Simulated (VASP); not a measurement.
An input for Quantum ESPRESSO's pw.x (written as the equivalent of a VASP run, and not itself run):

```
&CONTROL
  calculation = 'vc-relax'
  pseudo_dir = './pseudo'
  outdir = './out'
  tprnfor = .true.
  tstress = .true.
  nstep = 40
  forc_conv_thr = 0.00078
/
&SYSTEM
  ibrav = 0
  nat = 2
  ntyp = 2
  ecutwfc = 88
  occupations = 'smearing'
  smearing = 'gaussian'
  degauss = 0.003675
  input_dft = 'pz'
/
&ELECTRONS
  conv_thr = 7.3e-08
  electron_maxstep = 100
/
&IONS
/
&CELL
  press = 50
/
ATOMIC_SPECIES
  Na 22.990 Na.upf
  I 126.904 I.upf
CELL_PARAMETERS angstrom
    -0.0000000    2.9678619    2.9678619
     2.9678619   -0.0000000    2.9678619
     2.9678619    2.9678619   -0.0000000
ATOMIC_POSITIONS crystal
  Na   0.0000000  0.0000000  0.0000000
  I    0.5000000  0.5000000  0.5000000
K_POINTS automatic
  8 8 8 0 0 0
```

**Question.** Write the VASP files for the same calculation (LDA).

**Answer.** Several could match; the one computed here: 
POSCAR:
```
NaI
1
   -0.0000000000     2.9678618805     2.9678618805
    2.9678618805    -0.0000000000     2.9678618805
    2.9678618805     2.9678618805    -0.0000000000
Na I
1 1
Direct
  0.0000000000   0.0000000000   0.0000000000
  0.5000000000   0.5000000000   0.5000000000
```

**INCAR**
```
# general
SYSTEM  = NaI
PREC    = Accurate
ENCUT   = 500
LREAL   = .False.
LASPH   = .True.

# electronic loop
EDIFF   = 1E-6
NELM    = 100
ALGO    = Normal
LMAXMIX = 4

# smearing
ISMEAR  = 0
SIGMA   = 0.05

# ions
IBRION  = 2
NSW     = 40
ISIF    = 3
EDIFFG  = -0.02
PSTRESS = 50

# output
LWAVE   = .False.
LCHARG  = .False.
```

File KPOINTS:
```
Automatic mesh
0
Gamma
8 8 8
0 0 0
```

POTCAR, in this order: Na_pv I (LDA.64 set). Program: vasp_std.

The two are equivalent in intent, not identical: the potentials are each code's own (VASP's PAW set, PseudoDojo norm-conserving files in pw.x), so ENCUT and ecutwfc are chosen apart and not converted; conv_thr bounds pw.x's estimated SCF error, while EDIFF bounds the energy change between steps; forc_conv_thr acts on force components and is met together with etot_conv_thr.

The compound is NaI in the rock salt structure. It was relaxed first under an external pressure of 5 GPa.
